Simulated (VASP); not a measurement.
```xyz
5
Lattice="1.9267 -3.3371 0.0000 1.9267 3.3371 0.0000 0.0000 0.0000 5.9951" Properties=species:S:1:pos:R:3 pbc="T T T"
La     1.9267     1.1124     1.4808
La     1.9267    -1.1124     4.5143
O      0.0000     0.0000     0.0000
O      1.9267     1.1124     3.8789
O      1.9267    -1.1124     2.1163
```

Calculation: PBE GGA, VASP's PBE PAW potentials (set 64) (plane waves; VASP 6.6.1). Settings: 400 eV cut-off, 7×7×4 Γ-centred mesh, Fermi-Dirac smearing of 0.020 eV, potentials La O.

At this cut-off the stress carries a Pulay error, which pulls relaxed volumes low.

Q: Predict the energy per atom (σ→0), pressure, largest force.

A: 
```yaml
energy per atom (σ→0): -8.337 eV/atom
pressure: 7.16 GPa
largest_force: 0.611 eV/Å
```

Total energies compare only between runs with the same potentials, cut-off and functional.

The structure is a typed La2O3 crystal (P-3m1). The cell was not relaxed at this level.
